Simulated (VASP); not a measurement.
Output of a VASP run:

File OUTCAR:
```
 ion  position               nearest neighbor table
   1  0.000  0.000  0.000-   2 2.32   2 2.32   2 2.32   2 2.32   2 2.32   2 2.32
   2  0.500  0.500  0.500-   1 2.32   1 2.32   1 2.32   1 2.32   1 2.32   1 2.32
  LATTYP: Found a face centered cubic cell.
 ALAT       =     4.6345240342
 Subroutine PRICEL returns:
 Original cell was already a primitive cell.
 Subroutine GETGRP returns: Found 48 space group operations
The static configuration has the point symmetry O_h .
The dynamic configuration has the point symmetry O_h .
The overall configuration has the point symmetry O_h .
 Subroutine INISYM returns: Found 48 space group operations
 Subroutine IBZKPT returns following result:
 Found     72 irreducible k-points:

 Following reciprocal coordinates:
            Coordinates               Weight
  0.000000  0.000000  0.000000      1.000000
  0.083333  0.000000  0.000000      8.000000
  0.166667  0.000000  0.000000      8.000000
  0.250000  0.000000  0.000000      8.000000
  0.333333  0.000000  0.000000      8.000000
  0.416667  0.000000  0.000000      8.000000
  0.500000  0.000000  0.000000      4.000000
  0.083333  0.083333  0.000000      6.000000
  0.166667  0.083333  0.000000     24.000000
  0.250000  0.083333  0.000000     24.000000
  0.333333  0.083333  0.000000     24.000000
  0.416667  0.083333  0.000000     24.000000
  0.500000  0.083333  0.000000     24.000000
 -0.416667  0.083333  0.000000     24.000000
 -0.333333  0.083333  0.000000     24.000000
 -0.250000  0.083333  0.000000     24.000000
 -0.166667  0.083333  0.000000     24.000000
 -0.083333  0.083333  0.000000     12.000000
  0.166667  0.166667  0.000000      6.000000
  0.250000  0.166667  0.000000     24.000000
  0.333333  0.166667  0.000000     24.000000
  0.416667  0.166667  0.000000     24.000000
  0.500000  0.166667  0.000000     24.000000
 -0.416667  0.166667  0.000000     24.000000
 -0.333333  0.166667  0.000000     24.000000
 -0.250000  0.166667  0.000000     24.000000
 -0.166667  0.166667  0.000000     12.000000
  0.250000  0.250000  0.000000      6.000000
  0.333333  0.250000  0.000000     24.000000
  0.416667  0.250000  0.000000     24.000000
  0.500000  0.250000  0.000000     24.000000
 -0.416667  0.250000  0.000000     24.000000
 -0.333333  0.250000  0.000000     24.000000
 -0.250000  0.250000  0.000000     12.000000
  0.333333  0.333333  0.000000      6.000000
  0.416667  0.333333  0.000000     24.000000
  0.500000  0.333333  0.000000     24.000000
 -0.416667  0.333333  0.000000     24.000000
 -0.333333  0.333333  0.000000     12.000000
  0.416667  0.416667  0.000000      6.000000
   k-points           NKPTS =     72   k-points in BZ     NKDIM =     72   number of bands    NBANDS=     22
   number of dos      NEDOS =    301   number of ions     NIONS =      2
   total plane-waves  NPLWV =  13824
   dimension x,y,z NGX =    24 NGY =   24 NGZ =   24
   dimension x,y,z NGXF=    48 NGYF=   48 NGZF=   48
   ions per type =               1   1
   PREC   = accura    normal or accurate (medium, high low for compatibility)
   ISTART =      0    job   : 0-new  1-cont  2-samecut
   ICHARG =      2    charge: 1-file 2-atom 10-const
   ISPIN  =      1    spin polarized calculation?
   LNONCOLLINEAR =      T non collinear calculations
   LSORBIT =      T    spin-orbit coupling
   INIWAV =      1    electr: 0-lowe 1-rand  2-diag
   ENCUT  =  520.0 eV  38.22 Ry    6.18 a.u.   6.09  6.09  6.09*2*pi/ulx,y,z
   NELM   =    100;   NELMIN=  2; NELMDL= -5     # of ELM steps
   EDIFF  = 0.1E-05   stopping-criterion for ELM
   LREAL  =      F    real-space projection
   NLSPLINE    = F    spline interpolate recip. space projectors
   LMAXMIX     =    6 max onsite mixed and CHGCAR
   VOSKOWN=      0    Vosko Wilk Nusair interpolation
   EDIFFG = 0.1E-04   stopping-criterion for IOM
   NSW    =      0    number of steps for IOM
   NBLOCK =      1;   KBLOCK =      1    inner block; outer block
...
```

**OSZICAR**
```
       N       E                     dE             d eps       ncg     rms          rms(c)
DAV:   1     0.753285894155E+01    0.75329E+01   -0.77223E+03  3168   0.127E+03
DAV:   2    -0.609877589423E+02   -0.68521E+02   -0.65220E+02  4116   0.304E+02
DAV:   3    -0.638248193848E+02   -0.28371E+01   -0.28116E+01  4080   0.451E+01
DAV:   4    -0.638535411736E+02   -0.28722E-01   -0.28685E-01  3950   0.506E+00
DAV:   5    -0.638539341268E+02   -0.39295E-03   -0.39290E-03  4068   0.500E-01    0.696E+01
DAV:   6    -0.574428950453E+02    0.64110E+01   -0.13352E+01  3600   0.240E+01    0.425E+01
DAV:   7    -0.582735301297E+02   -0.83064E+00   -0.74129E-01  3548   0.825E+00    0.273E+01
DAV:   8    -0.579359089089E+02    0.33762E+00   -0.21483E-01  3650   0.473E+00    0.770E+00
DAV:   9    -0.579647344821E+02   -0.28826E-01   -0.41553E-02  3422   0.207E+00    0.281E+00
DAV:  10    -0.579718808360E+02   -0.71464E-02   -0.19207E-02  3464   0.122E+00    0.109E+00
DAV:  11    -0.579707681630E+02    0.11127E-02   -0.33589E-03  3438   0.595E-01    0.567E-01
DAV:  12    -0.579708484319E+02   -0.80269E-04   -0.10626E-03  3730   0.294E-01    0.170E-01
DAV:  13    -0.579709434784E+02   -0.95046E-04   -0.15728E-04  3444   0.122E-01    0.118E-01
DAV:  14    -0.579709468145E+02   -0.33361E-05   -0.49351E-05  3884   0.640E-02    0.450E-02
DAV:  15    -0.579709515165E+02   -0.47020E-05   -0.12877E-05  3374   0.401E-02    0.594E-03
DAV:  16    -0.579709524998E+02   -0.98334E-06   -0.48967E-07  1938   0.712E-03
   1 F= -.57970952E+02 E0= -.57970667E+02  d E =-.570105E-03  mag=    -0.0000     0.0000    -0.0000
       N       E                     dE             ncg
```

**OUTCAR**
```
------------------------ aborting loop because EDIFF is reached ----------------------------------------
  FORCE on cell =-STRESS in cart. coord.  units (eV):
  Direction    XX          YY          ZZ          XY          YZ          ZX
  --------------------------------------------------------------------------------------
  Total       -0.0176564     -0.0176564     -0.0176564      0.0000000     -0.0000000     -0.0000000
  in kB       -1.1367291     -1.1367291     -1.1367291      0.0000000     -0.0000000     -0.0000000
  external PRESSURE =      -1.1367291 kB  Pullay stress =       0.0000000 kB
  volume of cell :       24.89
      direct lattice vectors                 reciprocal lattice vectors
     0.000000000  2.317262017  2.317262017    -0.215771888  0.215771888  0.215771888
     2.317262017  0.000000000  2.317262017     0.215771888 -0.215771888  0.215771888
     2.317262017  2.317262017  0.000000000     0.215771888  0.215771888 -0.215771888
 POSITION                                       TOTAL-FORCE (eV/Angst)
 -----------------------------------------------------------------------------------
      0.00000      0.00000      0.00000         0.000000      0.000000      0.000000
      2.31726      2.31726      2.31726        -0.000000     -0.000000      0.000000
 -----------------------------------------------------------------------------------
    total drift:                                0.000000     -0.000000     -0.000000
  FREE ENERGIE OF THE ION-ELECTRON SYSTEM (eV)
  ---------------------------------------------------
  free  energy   TOTEN  =       -57.9709524998 eV

  energy  without entropy=      -57.9703823948  energy(sigma->0) =      -57.97066745

 Ion:    1  E_soc:     -1.2464349

 Ion:    2  E_soc:     -0.0002638
```
(Selected blocks of OUTCAR.)

File POSCAR:
```
HfC
1
   -0.0000000000     2.3172620171     2.3172620171
    2.3172620171     0.0000000000     2.3172620171
    2.3172620171     2.3172620171    -0.0000000000
Hf C
1 1
Direct
  0.0000000000   0.0000000000   0.0000000000
  0.5000000000   0.5000000000   0.5000000000
```

Question: Write an INCAR and KPOINTS that could have produced this output.

Answer: One answer among several that fit: the input of the run itself, r2SCAN meta-GGA with spin-orbit coupling, plane waves, VASP's PBE PAW potentials (set 64).

### KPOINTS_OPT
```
k-points along high-symmetry lines
8
Line-mode
Reciprocal
  0.000000   0.000000   0.000000 ! GAMMA
  0.500000   0.000000   0.500000 ! X

  0.500000   0.000000   0.500000 ! X
  0.625000   0.250000   0.625000 ! U

  0.375000   0.375000   0.750000 ! K
  0.000000   0.000000   0.000000 ! GAMMA

  0.000000   0.000000   0.000000 ! GAMMA
  0.500000   0.500000   0.500000 ! L

  0.500000   0.500000   0.500000 ! L
  0.500000   0.250000   0.750000 ! W

  0.500000   0.250000   0.750000 ! W
  0.500000   0.000000   0.500000 ! X
```

**INCAR**
```
ALGO  =  Normal
EDIFF  =  1E-6
ENCUT  =  520
GGA_COMPAT  =  F
ISMEAR  =  0
LASPH  =  T
LCHARG  =  F
LMAXMIX  =  6
LMIXTAU  =  T
LREAL  =  F
LSORBIT  =  T
LWAVE  =  F
MAGMOM  =  0 0 0 0 0 0
METAGGA  =  R2SCAN
NELM  =  100
PREC  =  Accurate
SIGMA  =  0.05
SYSTEM  =  HfC
```

File KPOINTS:
```
Regular mesh
0
G
  12 12 12
0 0 0
```

POTCAR, in this order: Hf_pv C (PBE.64 set). Program: vasp_ncl.

The compound is HfC in the rock salt structure. It was relaxed first.
